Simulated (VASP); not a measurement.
```xyz
1
Lattice="-1.7547 1.7547 1.7547 1.7547 -1.7547 1.7547 1.7547 1.7547 -1.7547" Properties=species:S:1:pos:R:3 pbc="T T T"
Li     0.0000     0.0000     0.0000
```

These are PBEsol GGA, VASP's PBE PAW potentials (set 64) (plane waves; VASP) values and carry that method's errors. Numerical set-up: 520 eV cut-off, 13×13×13 Γ-centred mesh, first-order Methfessel-Paxton smearing of 0.10 eV, potentials Li_sv.

Energy and stress use the plane-wave basis of the starting cell.

Problem. The ions, cell shape and volume are relaxed. Which structure does the run end with?

Solution. 
```xyz
1
Lattice="-1.7130 1.7130 1.7130 1.7130 -1.7130 1.7130 1.7130 1.7130 -1.7130" Properties=species:S:1:pos:R:3 pbc="T T T"
Li     1.7130    -1.7130     1.7130
```
Space group Im-3m (229), at a tolerance of 0.03 Å.

Problem. How do energy and volume change from the first to the last step?

Solution. The energy (σ→0) changes by -4.4 meV/atom and the volume by -7.0 %, in 4 ionic steps.

The structure comes from a measured Li entry (Im-3m) of the Crystallography Open Database, whose conditions weren't checked. This run relaxes it. Symmetry was kept, so distortions that lower it aren't found.
